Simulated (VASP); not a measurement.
VASP ran on this input.

File KPOINTS:
```
Automatic mesh
0
Gamma
12 12 12
0 0 0
```

**INCAR**
```
# general
SYSTEM  = CoGa
PREC    = Accurate
ENCUT   = 400
LREAL   = .FALSE.
LASPH   = .TRUE.

# electronic loop
EDIFF   = 1E-6
NELM    = 100
ALGO    = Normal
LMAXMIX = 4
LMIXTAU = .TRUE.

# smearing
ISMEAR  = 1
SIGMA   = 0.1

# functional
METAGGA = R2SCAN

# ions
IBRION  = 2
NSW     = 60
ISIF    = 3
EDIFFG  = -0.01

# output
LWAVE   = .FALSE.
LCHARG  = .FALSE.
```

**POSCAR**
```
CoGa
1
    2.8417902744     0.0000000000     0.0000000000
   -0.0000000000     2.8417902744     0.0000000000
   -0.0000000000     0.0000000000     2.8417902744
Ga Co
1 1
Direct
  0.5000000000   0.5000000000   0.5000000000
  0.0000000000   0.0000000000   0.0000000000
```

POTCAR, in this order: Ga_d Co (PBE.64 set). Program: vasp_std.

Translate this r2SCAN calculation to Ansatz.

One equivalent input (not run):
Ansatz 0.2 input:
```yaml
crystal:
  lattice:
    - [2.8417903, 0.0000000, 0.0000000]
    - [0.0000000, 2.8417903, 0.0000000]
    - [0.0000000, 0.0000000, 2.8417903]
  atoms:
    - { symbol: Ga, position: [0.5000000, 0.5000000, 0.5000000] }
    - { symbol: Co, position: [0.0000000, 0.0000000, 0.0000000] }
kpoints:
  mp_grid: { grid: [12, 12, 12] }
hamiltonian:
  xc: r2scan
  pseudopotentials: { kind: paw }
scf:
  occupations: { method: methfessel_paxton, width: 0.1 }
  max_iter: 100
relax:
  max_steps: 60
  f_tol: 0.01
  cell: {}
output: { forces: true, stress: true, eigenvalues: true }
```
Limits of the translation: each code has its own PAW files, so the cut-off isn't converted (ENCUT is set for VASP's; basis.ecutwfc is left out, and Ansatz then takes the one that its files recommend); Ansatz stops its SCF on the density residual and VASP on the energy change (EDIFF).

The compound is CoGa in the CsCl type structure. It was relaxed first. The start is the result of an earlier pass.
